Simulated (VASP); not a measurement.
Data:

```xyz
2
Lattice="0.0000 2.4082 2.4082 2.4082 0.0000 2.4082 2.4082 2.4082 0.0000" Properties=species:S:1:pos:R:3 pbc="T T T"
B      1.2041     1.2041     1.2041
As     0.0000     0.0000     0.0000
```

All values below come from PBE GGA, VASP's PBE PAW potentials (set 64) (plane waves; VASP). Settings: 500 eV cut-off, Gaussian smearing of 0.050 eV, potentials B As.

Task: Give the energies of bands 2 to 7 at the high-symmetry points, in eV from the valence-band maximum.

Result: 
```
band     Γ      X      U      L      W
----  ----  -----  -----  -----  -----
2     0.00  -8.39  -8.03  -8.61  -7.95
3     0.00  -3.98  -5.79  -1.78  -5.34
4     0.00  -3.98  -3.40  -1.78  -5.05
5     3.25   1.46   2.05   2.55   5.24
6     3.25   1.46   5.47   4.75   5.80
7     3.25  11.13   9.05   4.75   6.75
```

The gap is indirect, 1.20 eV, from the valence maximum at Γ to the conduction minimum at Γ-X at 0.79.

The structure comes from a computed database's BAs entry (F-43m); how it stands against other phases isn't given here. It was relaxed first.
